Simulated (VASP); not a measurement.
# Be3N2 (P6_3/mmc) in VASP: Born charges and dielectric tensor with LDA

Aim: the Born charges and dielectric tensor of Be3N2 with LDA.

Program: VASP 6.6.1. These are calculated values, not measurements. Logs are shortened: lines on timing, memory, paths and dates and some standing lists are left out, and cuts for length are marked.

### 1 The crystal as given

Symmetry: P6_3/mmc, No. 194, hexagonal system. The conventional cell has a = 2.839 Å, b = 2.839 Å, c = 9.717 Å, α = 90.00°, β = 90.00°, γ = 120.00°. Around Be (site symmetry 3m) lie 4 N at 1.67 to 1.81 Å. Around Be (site symmetry -6m2) lie 3 N at 1.64 Å. N (site symmetry -3m) is surrounded by 6 Be at 1.81 Å. N (site symmetry -6m2) is surrounded by 5 Be at 1.64 to 1.67 Å.

The cell comes from a database or a generator and needn't be the stable form of this composition.

### 2 Born charges and dielectric tensor, LDA

Contents of INCAR:

```
  ALGO = Fast
  EDIFF = 1E-8
  ENCUT = 600
  IBRION = 8
  ISIF = 2
  ISMEAR = 0
  LASPH = T
  LCHARG = F
  LEPSILON = T
  LREAL = F
  LWAVE = F
  NELM = 80
  NSW = 1
  PREC = Accurate
  SIGMA = 0.02
```

Contents of KPOINTS:

```
k-points
0
Gamma
  9 9 2
```

Contents of POSCAR:

```
Be3N2
1.0
    2.8389500000      0.0000000000      0.0000000000
   -1.4194700000      2.4586000000      0.0000000000
    0.0000000000      0.0000000000      9.7170500000
Be N
6 4
Direct
    0.3333300000      0.6666700000      0.0782400000
    0.6666700000      0.3333300000      0.5782400000
    0.6666700000      0.3333300000      0.9217600000
    0.3333300000      0.6666700000      0.4217600000
    0.0000000000      1.0000000000      0.2500000000
    0.0000000000      0.0000000000      0.7500000000
    0.0000000000      0.0000000000      0.0000000000
    0.0000000000      0.0000000000      0.5000000000
    0.3333300000      0.6666700000      0.2500000000
    0.6666700000      0.3333300000      0.7500000000
```

Potentials or basis: VASP PAW LDA potentials, release 64 (Be, N).

The run is started by

```
$ cat potpaw_LDA.64/Be/POTCAR potpaw_LDA.64/N/POTCAR > POTCAR
$ mpirun -np 1 vasp_std > vasp.out
```

OUTCAR:

```text
EDIFF = 1E-8
   ENCUT = 600
   IBRION = 8
   ISIF = 2
   ISMEAR = 0
   LASPH = T
   LEPSILON = T
   LREAL = F
   NELM = 80
   NSW = 1
   PREC = Accurate

 ion  position               nearest neighbor table
   1  0.333  0.667  0.078-   9 1.67   7 1.81   7 1.81   7 1.81   3 2.24   3 2.24   3 2.24   5 2.34
                             5 2.34   5 2.34
   2  0.667  0.333  0.578-  10 1.67   8 1.81   8 1.81   8 1.81   4 2.24   4 2.24   4 2.24   6 2.34
                             6 2.34   6 2.34
   3  0.667  0.333  0.922-  10 1.67   7 1.81   7 1.81   7 1.81   1 2.24   1 2.24   1 2.24   6 2.34
                             6 2.34   6 2.34
   4  0.333  0.667  0.422-   9 1.67   8 1.81   8 1.81   8 1.81   2 2.24   2 2.24   2 2.24   5 2.34
                             5 2.34   5 2.34
   5  0.000  0.000  0.250-   9 1.64   9 1.64   9 1.64   1 2.34   4 2.34   4 2.34   1 2.34   4 2.34
                             1 2.34
   6  0.000  0.000  0.750-  10 1.64  10 1.64  10 1.64   2 2.34   3 2.34   3 2.34   2 2.34   3 2.34
                             2 2.34
   7  0.000  0.000  0.000-   1 1.81   3 1.81   1 1.81   3 1.81   3 1.81   1 1.81
   8  0.000  0.000  0.500-   2 1.81   4 1.81   4 1.81   2 1.81   2 1.81   4 1.81
   9  0.333  0.667  0.250-   5 1.64   5 1.64   5 1.64   1 1.67   4 1.67
  10  0.667  0.333  0.750-   6 1.64   6 1.64   6 1.64   2 1.67   3 1.67

  LATTYP: Found a hexagonal cell.
 ALAT       =     2.8389500000
[... 993 lines left out ...]
  3Y     0.000132    1.613033    0.000087   -0.000131    0.267239   -0.000015    0.000285   -7.032205    0.000002    0.000163   -0.021401    0.000012    0.000445   -0.024387   -0.000043    0.000120    0.739958    0.000026   -0.001522    2.993978    0.000402   -0.000574    0.087405   -0.000622    0.000360   -0.102870   -0.000195    0.000722    1.479248    0.000346
  3Z     0.002444   -0.001411    6.172079    0.003654   -0.002110    1.645850   -0.004317    0.002492  -21.332894   -0.000389    0.000224    1.785666   -0.002438    0.001408    1.800132    0.000159   -0.000092    0.393610    0.002447   -0.001413    6.106784    0.005973   -0.003449   -2.446187   -0.001172    0.000677   -2.757888   -0.006362    0.003673    8.632847
  4X     0.267392   -0.000131   -0.000026    1.612888    0.000132    0.000150   -0.021589    0.000163    0.000021   -7.032566    0.000285    0.000003    0.739823    0.000120    0.000046   -0.024901    0.000445   -0.000075    0.088069   -0.000574   -0.001077    2.995750   -0.001522    0.000696    1.478421    0.000722    0.000600   -0.103286    0.000360   -0.000338
  4Y    -0.000131    0.267239    0.000015    0.000132    1.613033   -0.000087    0.000163   -0.021401   -0.000012    0.000285   -7.032205   -0.000002    0.000120    0.739958   -0.000026    0.000445   -0.024387    0.000043   -0.000574    0.087405    0.000622   -0.001522    2.993978   -0.000402    0.000722    1.479248   -0.000346    0.000360   -0.102870    0.000195
  4Z    -0.003654    0.002110    1.645850   -0.002444    0.001411    6.172079    0.000389   -0.000224    1.785666    0.004317   -0.002492  -21.332894   -0.000159    0.000092    0.393610    0.002438   -0.001408    1.800132   -0.005973    0.003449   -2.446187   -0.002447    0.001413    6.106784    0.006362   -0.003673    8.632847    0.001172   -0.000677   -2.757888
  5X     0.741764   -0.000339   -0.000052   -0.022923   -0.000111    0.000032   -0.022923   -0.000111   -0.000032    0.741764   -0.000339    0.000052  -18.839842    0.002482    0.000000    0.049469   -0.000006    0.000000    0.462519    0.000361    0.000075    0.462519    0.000361   -0.000075   16.393833   -0.003164    0.000000    0.033819    0.000865    0.000000
  5Y    -0.000339    0.741370    0.000030   -0.000111   -0.023051   -0.000019   -0.000111   -0.023051    0.000019   -0.000339    0.741370   -0.000030    0.002482  -18.836888    0.000000   -0.000006    0.049462    0.000000    0.000361    0.462934   -0.000043    0.000361    0.462934    0.000043   -0.003164   16.390103    0.000000    0.000865    0.034818    0.000000
  5Z    -0.003327    0.001921    0.372751   -0.001167    0.000674    1.821144    0.001167   -0.000674    1.821144    0.003327   -0.001921    0.372751    0.000000    0.000000   -6.140278   -0.000000    0.000000    2.166532   -0.001567    0.000905   -2.179912    0.001567   -0.000905   -2.179912   -0.000000    0.000000    7.147749    0.000000    0.000000   -3.201969
  6X    -0.022923   -0.000111   -0.000032    0.741764   -0.000339    0.000052    0.741764   -0.000339   -0.000052   -0.022923   -0.000111    0.000032    0.049469   -0.000006    0.000000  -18.839842    0.002482    0.000000    0.462519    0.000361    0.000075    0.462519    0.000361   -0.000075    0.033819    0.000865    0.000000   16.393833   -0.003164    0.000000
  6Y    -0.000111   -0.023051    0.000019   -0.000339    0.741370   -0.000030   -0.000339    0.741370    0.000030   -0.000111   -0.023051   -0.000019   -0.000006    0.049462    0.000000    0.002482  -18.836888    0.000000    0.000361    0.462934   -0.000043    0.000361    0.462934    0.000043    0.000865    0.034818    0.000000   -0.003164   16.390103    0.000000
  6Z     0.001167   -0.000674    1.821144    0.003327   -0.001921    0.372751   -0.003327    0.001921    0.372751   -0.001167    0.000674    1.821144   -0.000000    0.000000    2.166532    0.000000    0.000000   -6.140278   -0.001567    0.000905   -2.179912    0.001567   -0.000905   -2.179912    0.000000    0.000000   -3.201969   -0.000000    0.000000    7.147749
  7X     2.990027   -0.000430    0.000312    0.087279   -0.000226   -0.000092    2.990027   -0.000430    0.000312    0.087279   -0.000226   -0.000092    0.463268    0.000124    0.000088    0.463268    0.000124    0.000088   -8.139661    0.001764    0.000917   -0.058502    0.000415   -0.001552    0.558507   -0.000558    0.000009    0.558507   -0.000558    0.000009
  7Y    -0.000430    2.989517   -0.000180   -0.000226    0.087018    0.000053   -0.000430    2.989517   -0.000180   -0.000226    0.087018    0.000053    0.000124    0.463409   -0.000051    0.000124    0.463409   -0.000051    0.001764   -8.137586   -0.000529    0.000415   -0.058022    0.000896   -0.000558    0.557860   -0.000005   -0.000558    0.557860   -0.000005
  7Z    -0.000261    0.000151    6.097599   -0.000526    0.000304   -2.432667   -0.000261    0.000151    6.097599   -0.000526    0.000304   -2.432667    0.000014   -0.000008   -2.177722    0.000014   -0.000008   -2.177722    0.001106   -0.000638  -15.964183    0.002214   -0.001278    3.367968   -0.000886    0.000512    4.810898   -0.000886    0.000512    4.810898
  8X     0.087279   -0.000226    0.000092    2.990027   -0.000430   -0.000312    0.087279   -0.000226    0.000092    2.990027   -0.000430   -0.000312    0.463268    0.000124   -0.000088    0.463268    0.000124   -0.000088   -0.058502    0.000415    0.001552   -8.139661    0.001764   -0.000917    0.558507   -0.000558   -0.000009    0.558507   -0.000558   -0.000009
  8Y    -0.000226    0.087018   -0.000053   -0.000430    2.989517    0.000180   -0.000226    0.087018   -0.000053   -0.000430    2.989517    0.000180    0.000124    0.463409    0.000051    0.000124    0.463409    0.000051    0.000415   -0.058022   -0.000896    0.001764   -8.137586    0.000529   -0.000558    0.557860    0.000005   -0.000558    0.557860    0.000005
  8Z     0.000526   -0.000304   -2.432667    0.000261   -0.000151    6.097599    0.000526   -0.000304   -2.432667    0.000261   -0.000151    6.097599   -0.000014    0.000008   -2.177722   -0.000014    0.000008   -2.177722   -0.002214    0.001278    3.367968   -0.001106    0.000638  -15.964183    0.000886   -0.000512    4.810898    0.000886   -0.000512    4.810898
  9X     1.477830    0.000138   -0.000151   -0.104400    0.000208    0.000031   -0.104400    0.000208   -0.000031    1.477830    0.000138    0.000151   16.388003   -0.002669    0.000000    0.036557   -0.000314    0.000000    0.556436   -0.000465   -0.000637    0.556436   -0.000465    0.000637  -20.340984    0.003995    0.000000    0.056693   -0.000774    0.000000
  9Y     0.000138    1.477983    0.000087    0.000208   -0.104160   -0.000018    0.000208   -0.104160    0.000018    0.000138    1.477983   -0.000087   -0.002669   16.384846    0.000000   -0.000314    0.036194    0.000000   -0.000465    0.555896    0.000368   -0.000465    0.555896   -0.000368    0.003995  -20.336277    0.000000   -0.000774    0.055799    0.000000
  9Z     0.004289   -0.002476    8.668513    0.001505   -0.000869   -2.794473   -0.001505    0.000869   -2.794473   -0.004289    0.002476    8.668513    0.000000    0.000000    7.142986    0.000000    0.000000   -3.197169    0.002491   -0.001438    4.811433   -0.002491    0.001438    4.811433    0.000000    0.000000  -30.186176   -0.000000    0.000000    4.869412
 10X    -0.104400    0.000208   -0.000031    1.477830    0.000138    0.000151    1.477830    0.000138   -0.000151   -0.104400    0.000208    0.000031    0.036557   -0.000314    0.000000   16.388003   -0.002669    0.000000    0.556436   -0.000465   -0.000637    0.556436   -0.000465    0.000637    0.056693   -0.000774    0.000000  -20.340984    0.003995    0.000000
 10Y     0.000208   -0.104160    0.000018    0.000138    1.477983   -0.000087    0.000138    1.477983    0.000087    0.000208   -0.104160   -0.000018   -0.000314    0.036194    0.000000   -0.002669   16.384846    0.000000   -0.000465    0.555896    0.000368   -0.000465    0.555896   -0.000368   -0.000774    0.055799    0.000000    0.003995  -20.336277    0.000000
 10Z    -0.001505    0.000869   -2.794473   -0.004289    0.002476    8.668513    0.004289   -0.002476    8.668513    0.001505   -0.000869   -2.794473    0.000000    0.000000   -3.197169    0.000000    0.000000    7.142986    0.002491   -0.001438    4.811433   -0.002491    0.001438    4.811433   -0.000000    0.000000    4.869412    0.000000    0.000000  -30.186176

 Eigenvectors and eigenvalues of the dynamical matrix
   1 f  =   32.869821 THz   206.527175 2PiTHz 1096.419202 cm-1   135.938595 meV
   2 f  =   28.259966 THz   177.562602 2PiTHz  942.650994 cm-1   116.873775 meV
   3 f  =   28.254159 THz   177.526117 2PiTHz  942.457300 cm-1   116.849760 meV
   4 f  =   28.242991 THz   177.455948 2PiTHz  942.084785 cm-1   116.803574 meV
   5 f  =   28.238112 THz   177.425289 2PiTHz  941.922018 cm-1   116.783394 meV
   6 f  =   27.240492 THz   171.157061 2PiTHz  908.645017 cm-1   112.657573 meV
[... 19 lines left out ...]
  26 f  =    7.190048 THz    45.176401 2PiTHz  239.834170 cm-1    29.735634 meV
  27 f  =    7.189026 THz    45.169979 2PiTHz  239.800079 cm-1    29.731407 meV
  28 f/i=    0.004134 THz     0.025977 2PiTHz    0.137908 cm-1     0.017098 meV
  29 f/i=    0.004199 THz     0.026382 2PiTHz    0.140060 cm-1     0.017365 meV
  30 f/i=    0.009401 THz     0.059067 2PiTHz    0.313577 cm-1     0.038879 meV

 MACROSCOPIC STATIC DIELECTRIC TENSOR IONIC CONTRIBUTION
 ------------------------------------------------------
           7.688231     0.001620     0.000000
           0.001620     7.690066    -0.000000
           0.000000    -0.000000    27.859757
 ------------------------------------------------------

 ELASTIC MODULI CONTR FROM IONIC RELAXATION (kBar)
 Direction    XX          YY          ZZ          XY          YZ          ZX
 --------------------------------------------------------------------------------
 XX        -424.4674    422.6876     -5.6631     -4.7524      0.0000      0.0000
 YY         422.6876   -424.5602     -5.7692      4.6686     -0.0000     -0.0000
 ZZ          -5.6631     -5.7692    -35.7835     -0.0920     -0.0000     -0.0000
 XY          -4.7524      4.6686     -0.0920   -432.5300      0.0000      0.0000
 YZ          -0.0000      0.0000     -0.0000      0.0000     -6.7310      0.0010
 ZX           0.0000     -0.0000     -0.0000      0.0000      0.0010     -7.1129
 --------------------------------------------------------------------------------

 PIEZOELECTRIC TENSOR IONIC CONTR  for field in x, y, z        (C/m^2)
          XX          YY          ZZ          XY          YZ          ZX
  --------------------------------------------------------------------------------
  x     0.00000    -0.00000     0.00000     0.00000    -0.00000    -0.00000
  y     0.00000    -0.00000    -0.00000    -0.00000     0.00000    -0.00000
  z    -0.00000     0.00000     0.00000     0.00000    -0.00000     0.00000
```

Wall time 26 min (1 thread of Intel Xeon Platinum 8488C (Sapphire Rapids), shared host); peak memory 0.6 GiB.

Results:

- Band gap on the k mesh: 3.44 eV, indirect (least direct gap 4.73 eV)
- Electronic dielectric tensor (diagonal): 4.49, 4.49, 5.51
- Born charges (mean of the diagonal): Be +1.74, +1.78; N -2.79, -2.48 e
- Highest phonon frequency at Γ, LO-TO splitting left out: 1096 cm⁻¹

Phonon frequencies in cm⁻¹ (negative: imaginary):
```tsv
q point	frequencies
(0.000, 0.000, 0.000)	0 0 0 240 240 244 253 253 336 352 352 402 513 513 514 515 519 519 522 522 671 697 815 880 909 942 942 942 943 1096
```

Electronic dielectric tensor:
```
4.49 0.00 0.00
0.00 4.49 0.00
0.00 0.00 5.51
```

Born effective charge tensors (e):
atom 1, Be
```
1.69 0.00 0.00
0.00 1.69 0.00
0.00 0.00 1.85
```
atom 2, Be
```
1.69 0.00 0.00
0.00 1.69 0.00
0.00 0.00 1.85
```
atom 3, Be
```
1.69 0.00 0.00
0.00 1.69 0.00
0.00 0.00 1.85
```
atom 4, Be
```
1.69 0.00 0.00
0.00 1.69 0.00
0.00 0.00 1.85
```
atom 5, Be
```
1.64 0.00 0.00
0.00 1.64 0.00
0.00 0.00 2.07
```
atom 6, Be
```
1.64 0.00 0.00
0.00 1.64 0.00
0.00 0.00 2.07
```
atom 7, N
```
-2.87  0.00  0.00
 0.00 -2.87  0.00
 0.00  0.00 -2.62
```
atom 8, N
```
-2.87  0.00  0.00
 0.00 -2.87  0.00
 0.00  0.00 -2.62
```
atom 9, N
```
-2.15  0.00  0.00
 0.00 -2.15  0.00
 0.00  0.00 -3.14
```
atom 10, N
```
-2.15  0.00  0.00
 0.00 -2.15  0.00
 0.00  0.00 -3.14
```

Caveat: an odd mesh through Γ misses points on the zone boundary, where band edges often lie. As with any semilocal functional, this LDA gap is likely too small.
